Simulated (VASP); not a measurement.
All values below come from PBE GGA with D3 dispersion (Becke-Johnson damping), VASP's PBE PAW potentials (set 64) (plane waves; VASP).

Input for VASP

**INCAR**
```
SYSTEM = Fe
PREC = Accurate
ENCUT = 520
EDIFF = 1E-7
NELM = 100
ALGO = Normal
LREAL = .FALSE.
LASPH = .TRUE.
ISMEAR = 1
SIGMA = 0.1
GGA = PE
IVDW = 12
LMAXMIX = 4
ISPIN = 2
MAGMOM = 2.1
LORBIT = 10
LWAVE = .FALSE.
LCHARG = .FALSE.
ISIF = 2
```

File KPOINTS:
```
K-points
0
G
18 18 18
```

File POSCAR:
```
Fe
1
   -1.3876101602     1.3876101602     1.3876101602
    1.3876101602    -1.3876101602     1.3876101602
    1.3876101602     1.3876101602    -1.3876101602
Fe
1
Direct
  0.0000000000   0.0000000000   0.0000000000
```

POTCAR, in this order: Fe (PBE.64 set). Program: vasp_std.

What VASP printed:

File OSZICAR:
```
       N       E                     dE             d eps       ncg     rms          rms(c)
DAV:   1     0.154982811669E+02    0.15498E+02   -0.42019E+03  7316   0.110E+03
DAV:   2    -0.893484698545E+01   -0.24433E+02   -0.23079E+02  7088   0.131E+02
DAV:   3    -0.924507447383E+01   -0.31023E+00   -0.30900E+00  7956   0.200E+01
DAV:   4    -0.924647737065E+01   -0.14029E-02   -0.14028E-02  7633   0.123E+00
DAV:   5    -0.924649027073E+01   -0.12900E-04   -0.12900E-04  7561   0.106E-01    0.121E+01
DAV:   6    -0.828137335230E+01    0.96512E+00   -0.11792E+01  7425   0.562E+01    0.476E+00
DAV:   7    -0.823216670273E+01    0.49207E-01   -0.56215E-01  7431   0.120E+01    0.312E+00
DAV:   8    -0.822563881697E+01    0.65279E-02   -0.73101E-03  8670   0.742E-01    0.154E+00
DAV:   9    -0.821800799916E+01    0.76308E-02   -0.91388E-03  8845   0.850E-01    0.385E-01
DAV:  10    -0.821844437906E+01   -0.43638E-03   -0.10879E-03  7909   0.411E-01    0.127E-01
DAV:  11    -0.821843501160E+01    0.93675E-05   -0.22185E-04  7435   0.198E-01    0.339E-02
DAV:  12    -0.821843483300E+01    0.17860E-06   -0.63413E-06  7461   0.398E-02    0.870E-03
DAV:  13    -0.821843491988E+01   -0.86877E-07   -0.11347E-06  7180   0.104E-02    0.536E-03
DAV:  14    -0.821843500634E+01   -0.86464E-07   -0.29511E-07  5601   0.714E-03
   1 F= -.85992912E+01 E0= -.85991851E+01  d E =-.318047E-03  mag=     2.1004
```

File OUTCAR:
```
------------------------ aborting loop because EDIFF is reached ----------------------------------------
 Edisp (eV)   -0.38086
  FORCE on cell =-STRESS in cart. coord.  units (eV):
  Direction    XX          YY          ZZ          XY          YZ          ZX
  --------------------------------------------------------------------------------------
  Total       0.49605     0.49605     0.49605    -0.00000    -0.00000     0.00000
  in kB      74.36630    74.36630    74.36630    -0.00000    -0.00000     0.00000
  external pressure =       74.37 kB  Pullay stress =        0.00 kB
  volume of cell :       10.69
      direct lattice vectors                 reciprocal lattice vectors
    -1.387610160  1.387610160  1.387610160     0.000000000  0.360331752  0.360331752
     1.387610160 -1.387610160  1.387610160     0.360331752  0.000000000  0.360331752
     1.387610160  1.387610160 -1.387610160     0.360331752  0.360331752  0.000000000
 POSITION                                       TOTAL-FORCE (eV/Angst)
 -----------------------------------------------------------------------------------
      0.00000      0.00000      0.00000        -0.000000     -0.000000      0.000000
 -----------------------------------------------------------------------------------
    total drift:                                0.000000     -0.000000      0.000000
  FREE ENERGIE OF THE ION-ELECTRON SYSTEM (eV)
  ---------------------------------------------------
  free  energy   TOTEN  =        -8.5992911545 eV

  energy  without entropy=       -8.5989731073  energy(sigma->0) =       -8.59918514

 total charge

# of ion       s       p       d       tot
------------------------------------------
    1        0.515   0.599   6.288   7.403

 magnetization (x)

# of ion       s       p       d       tot
------------------------------------------
    1       -0.012  -0.052   2.149   2.085
```
(Selected blocks of OUTCAR.)

The compound is Fe in the bcc structure. This cell is one point of a volume scan, at 0.97 of the reference volume.
